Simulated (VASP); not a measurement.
Input for VASP

**INCAR**
```
SYSTEM=WC
PREC=Accurate; ENCUT=620; LREAL=.FALSE.
LASPH=.TRUE.
EDIFF=1E-6; NELM=100; ALGO=Normal
LMAXMIX=6
ISMEAR=1; SIGMA=0.1
IBRION=2; NSW=40; ISIF=3
EDIFFG=-0.02
LWAVE=.FALSE.; LCHARG=.FALSE.
```

### KPOINTS
```
Automatic mesh
0
Gamma
14 14 13
0 0 0
```

POSCAR:
```
WC
1.0
  1.4453144019  -2.5033580505   0.0000000000
  1.4453144019   2.5033580505   0.0000000000
  0.0000000000   0.0000000000   2.8162536651
W C
1 1
direct
  0.0000000000   0.0000000000   0.0000000000
  0.3333330000   0.6666670000   0.5000000000
```

POTCAR, in this order: W_sv C (LDA.64 set). Program: vasp_std.

**Question.** Translate this LDA calculation to Ansatz.

**Answer.** One equivalent input (not run):
Ansatz 0.2 input:
```yaml
crystal:
  lattice:
    - [1.4453144, -2.5033581, 0.0000000]
    - [1.4453144, 2.5033581, 0.0000000]
    - [0.0000000, 0.0000000, 2.8162537]
  atoms:
    - { symbol: W, position: [0.0000000, 0.0000000, 0.0000000] }
    - { symbol: C, position: [0.3333330, 0.6666670, 0.5000000] }
kpoints:
  mp_grid: { grid: [14, 14, 13] }
hamiltonian:
  xc: lda
  pseudopotentials: { kind: paw }
scf:
  occupations: { method: methfessel_paxton, width: 0.1 }
  max_iter: 100
relax:
  max_steps: 40
  f_tol: 0.02
  cell: {}
output: { forces: true, stress: true, eigenvalues: true }
```
The two are equivalent in intent, not identical: each code has its own PAW files, so the cut-off isn't converted (ENCUT is set for VASP's; basis.ecutwfc is left out, and Ansatz then takes the one that its files recommend); Ansatz stops its SCF on the density residual and VASP on the energy change (EDIFF); Ansatz's lda is the Perdew-Wang form, while the LDA potentials of VASP carry Perdew-Zunger's.

The compound is WC in the wc structure. This run relaxes it. Symmetry was kept, so distortions that lower it aren't found.
